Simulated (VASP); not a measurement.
# NaV2P2: the relaxed cell at several levels

Wanted: equilibrium cells of NaV2P2 at many levels, with their cost. The levels: PBE, LDA, PBEsol and r2SCAN. The cell is invented: it takes the structure of a Materials Project entry for KFe2P2 (space group 139 there), with some of its atoms replaced by other elements, volume scaled by an estimate. It may not be a known or stable phase.

Method: PBE, spin-polarised from a ferromagnetic start; plane waves and PAW (V_sv, P, Na_pv), in the first sound run; inputs show where later runs differ, in VASP 6.6.1.

### 1. Set-up

Before any relaxation, the start is as follows. Symmetry: I4/mmm, No. 139, tetragonal system. Conventional cell: a = 3.607 Å, b = 3.607 Å, c = 12.042 Å, α = 90.00°, β = 90.00°, γ = 90.00°. Nearest to V lie 4 P at 2.07 Å and 4 V at 2.55 Å and 4 Na at 3.51 Å. P has 4 V at 2.07 Å and 4 Na at 3.23 Å and 4 P at 3.27 Å nearest. Na has 8 P at 3.23 Å and 8 V at 3.51 Å and 4 Na at 3.61 Å nearest. It derives from KFe2P2. it takes the structure of a Materials Project entry for KFe2P2 (space group 139 there), with some of its atoms replaced by other elements, volume scaled by an estimate. Farther neighbours are not listed.

As a file:

```cif
data_structure
_symmetry_space_group_name_H-M 'P 1'
_symmetry_Int_Tables_number 1
_cell_length_a 6.5388
_cell_length_b 6.5388
_cell_length_c 6.5388
_cell_angle_alpha 147.982
_cell_angle_beta 147.982
_cell_angle_gamma 45.912
_cell_volume 78.32
loop_
_atom_site_label
_atom_site_type_symbol
_atom_site_fract_x
_atom_site_fract_y
_atom_site_fract_z
_atom_site_occupancy
V1 V 0.75000 0.25000 0.50000 1
V2 V 0.25000 0.75000 0.50000 1
P3 P 0.33507 0.33507 0.00000 1
P4 P 0.66493 0.66493 0.00000 1
Na5 Na 0.00000 0.00000 0.00000 1
```

### 2. Rough relaxation of the start cell

The start is only an estimate, so a cheap relaxation brings it near a minimum before any careful run. PBE, the usual starting point, adds the gradient of the density.

Input file INCAR:

```
SYSTEM = NaV2P2
PREC = Normal
ENCUT = 400
EDIFF = 1E-05
NELM = 60
ISMEAR = -1
SIGMA = 0.05
LREAL = .FALSE.
ALGO = Fast
GGA = PE
NBANDS = 30
ISPIN = 2
MAGMOM = 2 2 0 0 0
LMAXMIX = 4
LORBIT = 11
LWAVE = .FALSE.
LCHARG = .FALSE.
KPAR = 2
IBRION = 2
NSW = 40
ISIF = 3
EDIFFG = -0.04
```

Input file POSCAR:

```
NaV2P2
1.0
   -1.8033360000      1.8033360000      6.0210060000
    1.8033360000     -1.8033360000      6.0210060000
    1.8033360000      1.8033360000     -6.0210060000
V P Na
2 2 1
Direct
    0.7500000000      0.2500000000      0.5000000000
    0.2500000000      0.7500000000      0.5000000000
    0.3350726500      0.3350726500      0.0000000000
    0.6649273500      0.6649273500      0.0000000000
    0.0000000000      0.0000000000      0.0000000000
```

Input file KPOINTS:

```
Automatic mesh
0
Gamma
6 6 6
0 0 0
```

The projector-augmented-wave data sets are V_sv, P and Na_pv (PBE family, release 64).

Run with:

```console
mpirun -np 2 vasp_std
```

Output:

```text
[banner, memory and clock lines left out]
running    2 mpi-ranks, on    1 nodes
 distrk:  each k-point on    1 cores,    2 groups
 distr:  one band on    1 cores,    1 groups

 POSCAR found type information on POSCAR V P Na
 POSCAR found :  3 types and       5 ions
 LDA part: xc-table for (Slater+PW92), standard interpolation
 POSCAR, INCAR and KPOINTS ok, starting setup
 FFT: planning ... GRIDC
 FFT: planning ... GRID_SOFT
 FFT: planning ... GRID
 WAVECAR not read
 entering main loop
       N       E                     dE             d eps       ncg     rms          rms(c)
DAV:   1     0.477299776921E+03    0.47730E+03   -0.21563E+04  4070   0.130E+03
DAV:   2    -0.311162027819E+01   -0.48041E+03   -0.46544E+03  3650   0.444E+02
DAV:   3    -0.312540859612E+02   -0.28142E+02   -0.27319E+02  4372   0.118E+02
DAV:   4    -0.320060380015E+02   -0.75195E+00   -0.74969E+00  4114   0.192E+01
DAV:   5    -0.320257405146E+02   -0.19703E-01   -0.19699E-01  4428   0.328E+00    0.521E+01
RMM:   6    -0.284962550880E+02    0.35295E+01   -0.13858E+01  3600   0.229E+01    0.157E+01
RMM:   7    -0.283572844529E+02    0.13897E+00   -0.44817E+00  3622   0.968E+00    0.155E+01
RMM:   8    -0.283897052626E+02   -0.32421E-01   -0.13593E+00  3798   0.585E+00    0.422E+00
RMM:   9    -0.284025728871E+02   -0.12868E-01   -0.29573E-01  4141   0.259E+00    0.266E+00
RMM:  10    -0.283842306866E+02    0.18342E-01   -0.10553E-01  3739   0.192E+00    0.809E-01
RMM:  11    -0.283849345715E+02   -0.70388E-03   -0.19931E-02  3848   0.100E+00    0.307E-01
RMM:  12    -0.283852550636E+02   -0.32049E-03   -0.27941E-03  4541   0.327E-01    0.186E-01
RMM:  13    -0.283853706978E+02   -0.11563E-03   -0.43404E-04  3995   0.134E-01    0.135E-01
RMM:  14    -0.283854274888E+02   -0.56791E-04   -0.61926E-04  3583   0.125E-01    0.313E-02
RMM:  15    -0.283854538996E+02   -0.26411E-04   -0.10647E-04  3535   0.682E-02    0.323E-02
RMM:  16    -0.283854570574E+02   -0.31579E-05   -0.26169E-05  2803   0.316E-02
   1 F= -.28385457E+02 E0= -.28369777E+02  d E =-.283855E+02  mag=     0.0053
 curvature:   0.00 expect dE= 0.000E+00 dE for cont linesearch  0.000E+00
 trial: gam= 0.00000 g(F)=  0.599E+01 g(S)=  0.193E+02 ort = 0.000E+00 (trialstep = 0.100E+01)
 search vector abs. value=  0.253E+02
 bond charge predicted
       N       E                     dE             d eps       ncg     rms          rms(c)
DAV:   1    -0.359593935487E+03   -0.33121E+03   -0.62298E+03  3600   0.875E+02    0.246E+02
RMM:   2    -0.161487795547E+03    0.19811E+03   -0.93365E+02  4236   0.232E+02    0.118E+02
RMM:   3    -0.816396506723E+02    0.79848E+02   -0.13407E+02  4082   0.733E+01    0.847E+01
RMM:   4    -0.302770487219E+02    0.51363E+02   -0.13860E+02  3812   0.670E+01    0.541E+01
RMM:   5    -0.406578570599E+02   -0.10381E+02   -0.23158E+01  4038   0.165E+01    0.528E+01
RMM:   6    -0.394052766927E+02    0.12526E+01   -0.80184E+01  4588   0.376E+01    0.339E+01
RMM:   7    -0.405681759404E+02   -0.11629E+01   -0.14948E+01  3988   0.104E+01    0.247E+01
RMM:   8    -0.371760142162E+02    0.33922E+01   -0.21537E+00  3895   0.556E+00    0.203E+01
RMM:   9    -0.334866379515E+02    0.36894E+01   -0.12555E+00  3776   0.456E+00    0.168E+01
RMM:  10    -0.325287624359E+02    0.95788E+00   -0.58039E-01  4200   0.210E+00    0.154E+01
RMM:  11    -0.327825115397E+02   -0.25375E+00   -0.57249E-02  4250   0.878E-01    0.156E+01
RMM:  12    -0.327540678401E+02    0.28444E-01   -0.13623E-01  3875   0.194E+00    0.153E+01
RMM:  13    -0.288215212895E+02    0.39325E+01   -0.47875E+00  5257   0.853E+00    0.766E+00
RMM:  14    -0.285644558210E+02    0.25707E+00   -0.67066E-01  4576   0.220E+00    0.613E+00
RMM:  15    -0.285933442025E+02   -0.28888E-01   -0.44531E-02  4153   0.695E-01    0.599E+00
RMM:  16    -0.289769183661E+02   -0.38357E+00   -0.90807E-02  4316   0.164E+00    0.692E+00
RMM:  17    -0.287375524186E+02    0.23937E+00   -0.12199E-01  4643   0.147E+00    0.621E+00
RMM:  18    -0.281073705216E+02    0.63018E+00   -0.85218E-01  4937   0.351E+00    0.252E+00
RMM:  19    -0.280907319707E+02    0.16639E-01   -0.61620E-02  4350   0.707E-01    0.223E+00
RMM:  20    -0.280989232954E+02   -0.81913E-02   -0.51104E-03  3965   0.293E-01    0.226E+00
RMM:  21    -0.281262996921E+02   -0.27376E-01   -0.29235E-03  3623   0.268E-01    0.248E+00
RMM:  22    -0.281643556529E+02   -0.38056E-01   -0.48350E-02  4853   0.760E-01    0.334E+00
RMM:  23    -0.281189233052E+02    0.45432E-01   -0.23284E-02  4463   0.612E-01    0.270E+00
RMM:  24    -0.281063826124E+02    0.12541E-01   -0.40866E-03  4095   0.214E-01    0.247E+00
RMM:  25    -0.280812820470E+02    0.25101E-01   -0.86464E-03  4653   0.258E-01    0.203E+00
RMM:  26    -0.280374969707E+02    0.43785E-01   -0.53698E-02  4904   0.767E-01    0.872E-01
RMM:  27    -0.280332698022E+02    0.42272E-02   -0.12900E-02  4627   0.371E-01    0.540E-01
RMM:  28    -0.280330493622E+02    0.22044E-03   -0.13844E-03  4215   0.138E-01    0.369E-01
RMM:  29    -0.280334433378E+02   -0.39398E-03   -0.14733E-04  3325   0.756E-02    0.284E-01
RMM:  30    -0.280332773737E+02    0.16596E-03   -0.68703E-04  4155   0.889E-02    0.119E-01
RMM:  31    -0.280332063494E+02    0.71024E-04   -0.50826E-04  3873   0.718E-02    0.498E-02
RMM:  32    -0.280332130235E+02   -0.66741E-05    0.49877E-05  3215   0.313E-02
   2 F= -.28033213E+02 E0= -.28009825E+02  d E =0.352244E+00  mag=    -5.0022
[... from here on, the cycles between the ionic steps are left out ...]
   3 F= -.32277038E+02 E0= -.32258209E+02  d E =-.389158E+01  mag=    -0.6449
   4 F= -.32356122E+02 E0= -.32338666E+02  d E =-.397067E+01  mag=    -0.4757
   5 F= -.32371292E+02 E0= -.32354234E+02  d E =-.398583E+01  mag=    -0.3922
   6 F= -.32371077E+02 E0= -.32353934E+02  d E =-.398562E+01  mag=    -0.4020
   7 F= -.32410641E+02 E0= -.32393450E+02  d E =-.395638E-01  mag=    -0.3295
   8 F= -.32511173E+02 E0= -.32493969E+02  d E =-.140095E+00  mag=    -0.1581
   9 F= -.32647910E+02 E0= -.32632084E+02  d E =-.276833E+00  mag=    -0.0009
  10 F= -.32443181E+02 E0= -.32434773E+02  d E =-.721041E-01  mag=    -0.0000
  11 F= -.32638759E+02 E0= -.32623387E+02  d E =-.267682E+00  mag=    -0.0001
  12 F= -.32692317E+02 E0= -.32683693E+02  d E =-.321240E+00  mag=    -0.0000
  13 F= -.32708244E+02 E0= -.32699675E+02  d E =-.159270E-01  mag=     0.0000
  14 F= -.32741383E+02 E0= -.32732765E+02  d E =-.490663E-01  mag=     0.0000
  15 F= -.32718984E+02 E0= -.32710146E+02  d E =-.266676E-01  mag=    -0.0000
  16 F= -.32749062E+02 E0= -.32740352E+02  d E =-.567455E-01  mag=     0.0000
  17 F= -.32769694E+02 E0= -.32760926E+02  d E =-.206322E-01  mag=    -0.0000
  18 F= -.32817114E+02 E0= -.32808216E+02  d E =-.680519E-01  mag=    -0.0000
  19 F= -.32851509E+02 E0= -.32842532E+02  d E =-.102447E+00  mag=    -0.0000
  20 F= -.32866898E+02 E0= -.32858172E+02  d E =-.153891E-01  mag=    -0.0000
  21 F= -.32888391E+02 E0= -.32880550E+02  d E =-.368822E-01  mag=     0.0000
  22 F= -.32888419E+02 E0= -.32880604E+02  d E =-.369108E-01  mag=    -0.0000
  23 F= -.32891044E+02 E0= -.32883289E+02  d E =-.262441E-02  mag=    -0.0000
  24 F= -.32894964E+02 E0= -.32887367E+02  d E =-.654500E-02  mag=     0.0000
  25 F= -.32894996E+02 E0= -.32887422E+02  d E =-.657631E-02  mag=     0.0000
  26 F= -.32895000E+02 E0= -.32887420E+02  d E =-.658093E-02  mag=     0.0000
 curvature:  -0.69 expect dE=-0.749E-03 dE for cont linesearch -0.139E-07
 trial: gam= 0.11175 g(F)=  0.235E-04 g(S)=  0.106E-02 ort = 0.124E-04 (trialstep = 0.678E+00)
 search vector abs. value=  0.118E-02
 bond charge predicted
       N       E                     dE             d eps       ncg     rms          rms(c)
DAV:   1    -0.329023505051E+02   -0.73488E-02   -0.13578E-01  3988   0.396E+00    0.855E-01
RMM:   2    -0.328981861225E+02    0.41644E-02   -0.43785E-02  3610   0.148E+00    0.410E-01
RMM:   3    -0.328955913798E+02    0.25947E-02   -0.50435E-03  3620   0.510E-01    0.110E-01
RMM:   4    -0.328954384706E+02    0.15291E-03   -0.13472E-03  3856   0.199E-01    0.533E-02
RMM:   5    -0.328954396863E+02   -0.12157E-05   -0.17422E-04  3858   0.850E-02    0.211E-02
RMM:   6    -0.328954379111E+02    0.17752E-05   -0.55427E-05  3149   0.428E-02
  27 F= -.32895438E+02 E0= -.32887859E+02  d E =-.437491E-03  mag=    -0.0000
 trial-energy change:   -0.000437  1 .order   -0.000450   -0.000737   -0.000163
 step:   0.8702(harm=  0.8702)  dis= 0.00175  next Energy=   -32.895473 (dE=-0.473E-03)
 reached required accuracy - stopping structural energy minimisation
```

Wall time 18 min (2 MPI ranks of AMD EPYC 7R43, shared host); peak memory 0.46 GiB; 36 min of CPU time.

Lines that name or quote the potential files are left out of all logs, and their timing lines are given in words.

OUTCAR, selected parts (step 2):

```text
ion  position               nearest neighbor table
   1  0.750  0.250  0.500-   3 2.07   4 2.07   3 2.07   4 2.07   2 2.55   2 2.55   2 2.55   2 2.55

  LATTYP: Found a body centered tetragonal cell.
 ALAT       =     3.6066720000
 C/A-ratio  =     3.3388153955

 Subroutine GETGRP returns: Found 16 space group operations
 (whereof 16 operations were pure point group operations)

The static configuration has the point symmetry D_4h.

 Found     30 irreducible k-points:

   k-points           NKPTS =     30   k-points in BZ     NKDIM =     30   number of bands    NBANDS=     30

   dimension x,y,z NGX =    32 NGY =   32 NGZ =   32
   dimension x,y,z NGXF=    64 NGYF=   64 NGZF=   64

   ENCUT  =  400.0 eV  29.40 Ry    5.42 a.u.  10.66 10.66 10.66*2*pi/ulx,y,z

   NELECT =      43.0000    total number of electrons

 k-points in reciprocal lattice and weights: Automatic mesh
   0.00000000  0.00000000  0.00000000       0.005
   0.16666667 -0.00000000  0.00000000       0.037
   0.33333333 -0.00000000  0.00000000       0.037
   0.50000000 -0.00000000  0.00000000       0.019
   0.16666667  0.16666667  0.00000000       0.037
   0.33333333  0.16666667  0.00000000       0.074
   0.50000000  0.16666667  0.00000000       0.074
  -0.33333333  0.16666667 -0.00000000       0.074
  -0.16666667  0.16666667  0.00000000       0.019
[...]
-0.33333333 -0.33333333  0.33333333       0.009
   0.50000000  0.50000000  0.50000000       0.005

 average (electrostatic) potential at core
       1 -72.9895       2 -72.9895       3 -81.2320       4 -81.2320       5 -41.9891

 E-fermi :   7.4862

 spin component 1
 k-point     1 :       0.0000    0.0000    0.0000
  band No.  band energies     occupation
    ...
     17       4.3775      1.00000
     18       5.6308      1.00000
     19       5.9299      1.00000
     20       5.9299      1.00000
     21       6.9627      0.99997
     22       7.9637      0.00007
     23       9.2847      0.00000
     24       9.2847      0.00000
     25       9.4807      0.00000
     26       9.6516      0.00000
    ...

 k-point     2 :       0.1667   -0.0000    0.0000
  band No.  band energies     occupation
    ...
     17       4.5549      1.00000
     18       5.4230      1.00000
     19       5.7583      1.00000
     20       5.8333      1.00000
     21       6.9604      0.99997
     22       7.9817      0.00005
     23       8.9275      0.00000
     24       8.9771      0.00000
     25       8.9786      0.00000
     26       9.4542      0.00000
    ...

 k-point     3 :       0.3333   -0.0000    0.0000
  band No.  band energies     occupation
    ...
     17       4.2099      1.00000
     18       5.3794      1.00000
     19       5.4072      1.00000
     20       6.3970      1.00000
     21       6.9563      0.99998
     22       7.9374      0.00012
     23       8.2360      0.00000
     24       8.3385      0.00000
     25       8.5555      0.00000
     26       9.3073      0.00000
    ...

 k-point     4 :       0.5000   -0.0000    0.0000
  band No.  band energies     occupation
    ...
     18       5.0998      1.00000
     19       5.8271      1.00000
     20       7.1147      0.99941
     21       7.2572      0.98985
     22       7.2733      0.98605
     23       7.7955      0.00205
     24       7.8197      0.00127
     25       8.2562      0.00000
     26       9.4253      0.00000
     27       9.8113      0.00000
    ...

 k-point     5 :       0.1667    0.1667    0.0000
  band No.  band energies     occupation
    ...
     17       4.8113      1.00000
     18       4.9436      1.00000
     19       5.4899      1.00000
     20       5.9536      1.00000
     21       6.8515      1.00000
     22       7.8908      0.00031
     23       8.6506      0.00000
     24       8.8008      0.00000
     25       8.8628      0.00000
     26       9.3073      0.00000
    ...

 k-point     6 :       0.3333    0.1667    0.0000
  band No.  band energies     occupation
    ...
     17       4.4931      1.00000
     18       4.9731      1.00000
     19       5.5663      1.00000
     20       6.3313      1.00000
     21       6.6909      1.00000
     22       7.5244      0.31785
     23       8.3066      0.00000
     24       8.4575      0.00000
     25       8.5305      0.00000
     26       9.1707      0.00000
    ...

  Total       -0.0463156     -0.0463156      0.0989104      0.0000000      0.0000000      0.0000000
  in kB       -0.9642378     -0.9642378      2.0592005      0.0000000      0.0000000      0.0000000
  external PRESSURE =       0.0435750 kB  Pullay stress =       0.0000000 kB

  energy-cutoff  :      400.00
  volume of cell :       76.96
      direct lattice vectors                 reciprocal lattice vectors
    -1.911064127  1.911064127  5.267973627     0.000000000  0.261634339  0.094913155
     1.911064127 -1.911064127  5.267973627     0.261634339  0.000000000  0.094913155
     1.911064127  1.911064127 -5.267973627     0.261634339  0.261634339  0.000000000

 POSITION                                       TOTAL-FORCE (eV/Angst)
 -----------------------------------------------------------------------------------
      0.00000      1.91106      2.63399         0.000000      0.000000      0.000000
      1.91106      0.00000      2.63399         0.000000      0.000000      0.000000
      0.00000      0.00000      4.07870        -0.000000     -0.000000      0.021930
      0.00000      0.00000      6.45725         0.000000      0.000000     -0.021930
      0.00000      0.00000      0.00000         0.000000      0.000000      0.000000
 -----------------------------------------------------------------------------------
    total drift:                                0.000000     -0.000000      0.000000

  FREE ENERGIE OF THE ION-ELECTRON SYSTEM (eV)
  ---------------------------------------------------
  free  energy   TOTEN  =       -32.8954379111 eV

  energy  without entropy=      -32.8802804383  energy(sigma->0) =      -32.88785917

 reached required accuracy - stopping structural energy minimisation

 total charge
# of ion       s       p       d       tot
------------------------------------------
    1        2.261   6.223   3.135  11.619
    2        2.261   6.223   3.135  11.619
    3        1.019   1.515   0.000   2.533
    4        1.019   1.515   0.000   2.533
    5        0.078   6.003   0.000   6.080
--------------------------------------------------
tot          6.637  21.477   6.271  34.385

 magnetization (x)
# of ion       s       p       d       tot
------------------------------------------
    1       -0.000  -0.000  -0.000  -0.000
    2       -0.000  -0.000  -0.000  -0.000
    3        0.000   0.000   0.000   0.000
    4        0.000   0.000   0.000   0.000
    5        0.000   0.000   0.000   0.000
--------------------------------------------------
tot         -0.000  -0.000  -0.000  -0.000

[... 1 further part left out ...]
```

The moments of the start collapse, so the state is non-magnetic; other starts or orders were not tried. The k-mesh is coarse for a metal. LASPH is off, so gradient terms of the non-spherical density inside the spheres are left out; for open d or f shells this can shift gaps and moments. This relaxation is a rough one on cheap settings, only to bring the start near its minimum. The run keeps the 16 symmetry operations of its start, so it cannot find a distortion of lower symmetry.

Relaxation path (22 of 27):

| step | energy less that of the first step (eV) | largest force (eV/Å) | pressure (GPa) | volume (Å³) |
| --- | --- | --- | --- | --- |
| 1 | 0.0000 | 7.8769 | 50.62 | 78.32 |
| 2 | 0.3522 | 2.5182 | -16.71 | 148.12 |
| 3 | -3.8916 | 0.2082 | -5.57 | 104.08 |
| 5 | -3.9858 | 0.6168 | -0.96 | 99.25 |
| 6 | -3.9856 | 0.5305 | -1.38 | 99.71 |
| 7 | -4.0252 | 0.4956 | -1.32 | 98.16 |
| 8 | -4.1257 | 0.4575 | -0.68 | 93.60 |
| 10 | -4.0577 | 0.7164 | 12.78 | 69.13 |
| 11 | -4.2533 | 0.7782 | 3.14 | 82.73 |
| 12 | -4.3069 | 0.7291 | 6.11 | 75.73 |
| 13 | -4.3228 | 0.6062 | 5.57 | 75.50 |
| 15 | -4.3335 | 0.7889 | 3.82 | 73.38 |
| 16 | -4.3636 | 0.0013 | 4.42 | 74.39 |
| 17 | -4.3842 | 0.0207 | 3.66 | 74.82 |
| 18 | -4.4317 | 0.0810 | 1.48 | 76.12 |
| 20 | -4.4814 | 0.0853 | -1.78 | 78.48 |
| 21 | -4.5029 | 0.2459 | -0.28 | 77.69 |
| 22 | -4.5030 | 0.2579 | -0.16 | 77.66 |
| 23 | -4.5056 | 0.2042 | -0.12 | 77.55 |
| 25 | -4.5095 | 0.0075 | -0.29 | 77.20 |
| 26 | -4.5095 | 0.0156 | -0.32 | 77.21 |
| 27 | -4.5100 | 0.0219 | 0.00 | 76.96 |

| cell as run | before | after | change |
| --- | --- | --- | --- |
| a (Å) | 6.539 | 5.921 | -9.5 % |
| b (Å) | 6.539 | 5.921 | -9.5 % |
| c (Å) | 6.539 | 5.921 | -9.5 % |
| α (°) | 147.98 | 142.34 | -3.8 % |
| β (°) | 147.98 | 142.34 | -3.8 % |
| γ (°) | 45.91 | 54.32 | +18.3 % |
| volume (Å³/atom) | 15.66 | 15.39 | -1.7 % |

The atoms that moved most (Å, as changes of fractional coordinates times the final cell):

| atom | dx | dy | dz | length |
| --- | --- | --- | --- | --- |
| P4 | 0.000 | 0.000 | -0.548 | 0.548 |
| P3 | 0.000 | 0.000 | 0.548 | 0.548 |

The relaxed structure:

```cif
data_structure
_symmetry_space_group_name_H-M 'P 1'
_symmetry_Int_Tables_number 1
_cell_length_a 5.9208
_cell_length_b 5.9208
_cell_length_c 5.9208
_cell_angle_alpha 142.339
_cell_angle_beta 142.339
_cell_angle_gamma 54.319
_cell_volume 76.96
loop_
_atom_site_label
_atom_site_type_symbol
_atom_site_fract_x
_atom_site_fract_y
_atom_site_fract_z
_atom_site_occupancy
V1 V 0.75000 0.25000 0.50000 1
V2 V 0.25000 0.75000 0.50000 1
P3 P 0.38712 0.38712 0.00000 1
P4 P 0.61288 0.61288 0.00000 1
Na5 Na 0.00000 0.00000 0.00000 1
```

Numbers from this step:

```
electrons                       : 43
bands                           : 30
irreducible k-points            : 30
symmetry operations             : 16
free energy (TOTEN)             : -32.90 eV
energy at zero smearing         : -32.89 eV
Fermi energy                    : 7.486 eV
pressure                        : 0.004357 GPa
metallic                        : yes
SCF cycles over all ionic steps : 250
```

The spin moment in the PAW sphere vanishes on all atoms.

It ends with a largest force of 0.022 eV/Å and a pressure of 0.00 GPa.

[end of part 1 of 3]

[Lines on the potential files, build, host, timing and source positions are cut from VASP's logs without a mark.]

[Logs are printed without paths, hosts, clocks, repeated set-up lines and the standing remarks that a program may print on its own settings, such as how far it seeks lower states.]

[Hosts, paths, dates, database ids (printed as entryN), source tags and the programs' standing remarks are cut or masked in the printed files.]

[A measured line is paired with the nearest computed mode of its activity, which favours agreement.]
